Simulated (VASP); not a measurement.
Write the native input for VASP 6.6.1 that does the following.

* Task: relaxation of cell and atoms
* Functional: PBE
* Potentials or basis: VASP PAW PBE potentials, release 64 (Be, Te, Se)
* Cutoff: 520 eV
* k mesh: 3 × 3 × 3
* Occupations: gaussian, width 0.15 eV
* Spin: no spin polarisation
* Further INCAR settings: PREC = Normal; ALGO = Fast; EDIFF = 0.0001; IBRION = 2; EDIFFG = -0.08; NSW = 24; ISIF = 3

The structure of Be4TeSe3 lies in POSCAR:

```
Be4TeSe3
1.0
   -3.3083885400      3.3083885400      3.7886434600
    3.3083885400     -3.3083885400      3.7886434600
    3.3083885400      3.3083885400     -3.7886434600
Be Te Se
4 1 3
Direct
    0.0000000000      0.7548874300      0.7548874300
    0.0000000000      0.2451125700      0.2451125700
    0.2451125700      0.0000000000      0.2451125700
    0.7548874300      0.0000000000      0.7548874300
    0.5000000000      0.5000000000      0.0000000000
    0.5000000000      0.0000000000      0.5000000000
    0.0000000000      0.5000000000      0.5000000000
    0.0000000000      0.0000000000      0.0000000000
```

The cell was built by a generator and needn't be a form met in nature.

These files were run (other wordings do the same):

INCAR

```
ALGO = Fast
EDIFF = 1E-4
EDIFFG = -0.08
ENCUT = 520
GGA = PE
IBRION = 2
ISIF = 3
ISMEAR = 0
LASPH = T
LCHARG = F
LREAL = F
LWAVE = F
NELM = 60
NSW = 24
PREC = Normal
SIGMA = 0.15
```

KPOINTS

```
k-points
0
Gamma
  3 3 3
```

Potentials or basis: VASP PAW PBE potentials, release 64 (Be, Te, Se).

Command:

```bash
$ cat potpaw_PBE.64/Be/POTCAR potpaw_PBE.64/Te/POTCAR potpaw_PBE.64/Se/POTCAR > POTCAR
$ mpirun -np 1 vasp_std > vasp.out
```

It gave:

* Relaxed volume: 30.56 Å³/atom
* Relaxed cell: a = 6.828 Å, b = 6.828 Å, c = 6.828 Å, α = 107.87°, β = 107.87°, γ = 112.72°
* Space group after relaxing (to 0.05 Å): I4/mmm (No. 139)
* Energy gained by relaxing: 1398.9 meV/atom
* Ionic steps: 10
* Pressure after relaxing: 0.1 GPa
* Largest force after relaxing: 0.069 eV/Å
* Band gap on the k mesh: none (metal or under the smearing width)

Caveat: the k mesh is coarse (spacing up to 0.45 Å⁻¹), so the values aren't converged; the volume moved by over 15 % at a fixed basis, so the end points are rough; the relaxation stopped at a loose force limit of 0.08 eV/Å, so its end isn't a converged minimum.

Wall time 92 s on 1 thread of Intel(R) Xeon(R) Platinum 8559C (Emerald Rapids), with other jobs on the host, peak memory 0.23 GiB.
